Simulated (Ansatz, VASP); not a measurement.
# Cross-check of In3Bi between VASP and Ansatz, part 2 of 2

Aim: how closely do two programs agree when they are given the same cell, functional and k mesh? The cell is generated by rule, not measured, and may not be a known phase. Of the first pair: The cell is taken from a series of runs on this material, whose earlier steps may have relaxed, scaled, displaced or heated it; both programs get it as it stands.

VASP 6.6.1 and Ansatz 0.2.0.

So far: Set-up; VASP: relaxation of cell and atoms, PBEsol, pair 1; Ansatz: relaxation of cell and atoms, PBEsol, pair 1; Side by side.

### Step 5. VASP: relaxation of cell and atoms, PBEsol, pair 2

Level of this step: PBEsol; plane waves and PAW (Bi_d, In_d); invented cell (VASP).

The relaxed volume is the usual yardstick between codes: in a stiff, nearly cubic crystal its relative difference is about their pressure difference at one cell divided by the bulk modulus. Its start cell is another than that of the pair before, and may be another structure of the material.

Contents of INCAR:

```
SYSTEM = In3Bi
PREC = Accurate
ENCUT = 500
EDIFF = 1E-07
NELM = 120
ISMEAR = 0
SIGMA = 0.1
LREAL = .FALSE.
ALGO = Normal
GGA = PS
NBANDS = 33
LORBIT = 11
LWAVE = .FALSE.
LCHARG = .FALSE.
ISIF = 3
IBRION = 2
NSW = 80
EDIFFG = -0.005
LASPH = .TRUE.
GGA_COMPAT = .FALSE.
NELMIN = 4
KPAR = 2
```

Contents of POSCAR:

```
In3Bi
1.0
    0.0000000000      3.8052784455      3.8052784455
    3.8052784455      0.0000000000      3.8052784455
    3.8052784455      3.8052784455      0.0000000000
Bi In
1 3
Direct
    0.0000000000      0.0000000000      0.0000000000
    0.2500000000      0.2500000000      0.2500000000
    0.7500000000      0.7500000000      0.7500000000
    0.5000000000      0.5000000000      0.5000000000
```

Contents of KPOINTS:

```
Automatic mesh
0
Gamma
10 10 10
0 0 0
```

The projector-augmented-wave data sets are Bi_d and In_d (PBE family, release 64).

Run with:

```bash
$ mpirun -np 2 vasp_std
```

Numbers of over 12 decimals in the logs are rounded to 6 here.

What it wrote:

```text
[banner, memory and clock lines left out]
running    2 mpi-ranks, on    1 nodes
[...]
[... a notice as in an earlier step ...]

 LDA part: xc-table for (Slater+PW92), standard interpolation
 POSCAR, INCAR and KPOINTS ok, starting setup
[...]
entering main loop
       N       E                     dE             d eps       ncg     rms          rms(c)
DAV:   1     0.540813845948E+03    0.54081E+03   -0.26295E+04  3102   0.216E+03
DAV:   2     0.425904678235E+02   -0.49822E+03   -0.49262E+03  3111   0.517E+02
DAV:   3    -0.111061500481E+02   -0.53697E+02   -0.53156E+02  3611   0.199E+02
DAV:   4    -0.131946610910E+02   -0.20885E+01   -0.20843E+01  3665   0.435E+01
[...]
DAV:  12    -0.131871034571E+02    0.35756E-06   -0.80391E-07  3388   0.728E-03    0.194E-03
DAV:  13    -0.131871032942E+02    0.16291E-06   -0.15997E-07  1816   0.473E-03    0.736E-04
DAV:  14    -0.131871033830E+02   -0.88749E-07   -0.48465E-08  1762   0.299E-03
   1 F= -.13187103E+02 E0= -.13183234E+02  d E =-.131871E+02
[...]
N       E                     dE             d eps       ncg     rms          rms(c)
DAV:   1    -0.131881908208E+02   -0.10875E-02   -0.29180E-02  3844   0.236E+00    0.183E-01
DAV:   2    -0.131872574085E+02    0.93341E-03   -0.20812E-03  3652   0.658E-01    0.695E-02
DAV:   3    -0.131871177910E+02    0.13962E-03   -0.56589E-04  4270   0.319E-01    0.142E-02
DAV:   4    -0.131871178058E+02   -0.14711E-07   -0.16805E-05  3244   0.351E-02    0.687E-03
DAV:   5    -0.131871194366E+02   -0.16308E-05   -0.25570E-06  3341   0.953E-03    0.418E-03
DAV:   6    -0.131871204478E+02   -0.10113E-05   -0.31708E-07  2814   0.355E-03    0.142E-03
DAV:   7    -0.131871209339E+02   -0.48605E-06   -0.84175E-08  1825   0.283E-03    0.260E-04
DAV:   8    -0.131871209192E+02    0.14670E-07   -0.11672E-08  1605   0.199E-03
   2 F= -.13187121E+02 E0= -.13183254E+02  d E =-.175363E-04
 trial-energy change:   -0.000018  1 .order   -0.000020   -0.000046    0.000006
 step:   0.8536(harm=  0.8914)  dis= 0.00000  next Energy=   -13.187121 (dE=-0.180E-04)
 reached required accuracy - stopping structural energy minimisation
```

Parts of OUTCAR (step 5):

```text
  Total        0.0043360      0.0043360      0.0043360     -0.0000000     -0.0000000      0.0000000
  in kB        0.0631200      0.0631200      0.0631200     -0.0000000     -0.0000000      0.0000000
  external PRESSURE =       0.0631200 kB  Pullay stress =       0.0000000 kB

 POSITION                                       TOTAL-FORCE (eV/Angst)
 -----------------------------------------------------------------------------------
      0.00000      3.80364      3.80364         0.000000      0.000000      0.000000
      1.90182      1.90182      1.90182        -0.000000     -0.000000     -0.000000
      5.70547      5.70547      5.70547         0.000000      0.000000      0.000000
      3.80364      3.80364      3.80364         0.000000      0.000000      0.000000
 -----------------------------------------------------------------------------------
    total drift:                               -0.000000     -0.000000      0.000000

  FREE ENERGIE OF THE ION-ELECTRON SYSTEM (eV)
  ---------------------------------------------------
  free  energy   TOTEN  =       -13.1871209192 eV

  energy  without entropy=      -13.1793873891  energy(sigma->0) =      -13.18325415

[... 2 parts as in an earlier step ...]

[... 2 further parts left out ...]
[key lines of the parts left out:]
E-fermi :   7.4453
```

### Step 6. Ansatz: relaxation of cell and atoms, PBEsol, pair 2

Its own start cell and the same functional, mesh and smearing now go to Ansatz, which takes its cutoff from its data sets.

The two relaxations start from unlike cells of this crystal (the structure described is Ansatz's start), so only their ends are compared.

Contents of input.yaml:

```yaml
crystal:
  lattice:
    - [0.0, 4.15692, 4.15692]
    - [4.15692, 0.0, 4.15692]
    - [4.15692, 4.15692, 0.0]
  atoms:
    - { symbol: Bi, position: [0.0, 0.0, 0.0] }
    - { symbol: In, position: [0.25, 0.25, 0.25] }
    - { symbol: In, position: [0.75, 0.75, 0.75] }
    - { symbol: In, position: [0.5, 0.5, 0.5] }
kpoints:
  mp_grid: { grid: [10, 10, 10] }
hamiltonian:
  xc: pbesol
  pseudopotentials: { kind: nc }
scf:
  occupations: { method: gaussian, width: 0.1 }
output:
  forces: true
  stress: true
  eigenvalues: true
relax:
  adjacent_minimum: "off"
  f_tol: 0.005
  max_steps: 80
  cell: { stress_tol: 0.05 }
```

Run with:

```bash
$ ansatz run input.yaml --threads 4 --pin off --max-ram 7168MiB --backend cpu --events-out ev --progress --plain --runs-dir out
```

What it wrote:

```text
[...]
Crystal: 4 atoms, lattice volume = 143.663 Å³
Basis set: ecut = 952.398519 eV, 9577 PW (Γ), exchange–correlation on 120×120×120 points (8 copies of the dense FFT grid, shifted against one another)
Bands: 33, of which v1, the nominal top of the filled ones, is band 27 counted from 1 (26 counted from 0)
Symmetry: 48 space group operations
[...]
k-points: 47 of 1000
[...]
--- Relaxed structure (5 steps of the walk, 5 accepted, 1 SCFs on fresh bases) ---
[...]
cell:  # Å, volume = 110.2068 Å³
    - [0, 3.805334, 3.805334]
    - [3.805334, 0, 3.805334]
    - [3.805334, 3.805334, 0]
  atoms:
    - { symbol: Bi, position: [0, 0, 0] }
    - { symbol: In, position: [0.25, 0.25, 0.25] }
    - { symbol: In, position: [0.75, 0.75, 0.75] }
    - { symbol: In, position: [0.5, 0.5, 0.5] }
[key lines of the parts left out:]
SCF converged after 5 iterations
Free energy (F): -7634.733816 eV
Fermi energy:    10.710679 eV
P = ⅓ Tr σ = -0.0125 GPa (-0.125 kbar)
```

### Step 7. Comparison

Both answers:

```csv
quantity,Ansatz,VASP,difference
volume (Å³),110.21,110.06,+0.13 %
"edge a after relaxation, in the typed setting (Å)",5.382,5.379,+0.04 %
```

### Step 8. Outcome

* difference in volume (relaxation of cell and atoms, PBEsol, pair 1): 0.13 %
* difference in volume (relaxation of cell and atoms, PBEsol, pair 2): 0.13 %

The difference in volume is 0.13 % (relaxation of cell and atoms, PBEsol, pair 1), within the 1.2 % picked in this series as the mark of a large difference, as far as the stopping tolerances let one tell. Such differences can come from data sets, numerical settings and the points named under the comparisons, not from the functional's error against experiment.

[Lines on the potential files, build, host, timing and source positions are cut from VASP's logs without a mark.]

[Logs are printed without paths, hosts, clocks, repeated set-up lines and the standing remarks that a program may print on its own settings, such as how far it seeks lower states.]

[Hosts, paths, dates, database ids (printed as entryN), source tags and the programs' standing remarks are cut or masked in the printed files.]
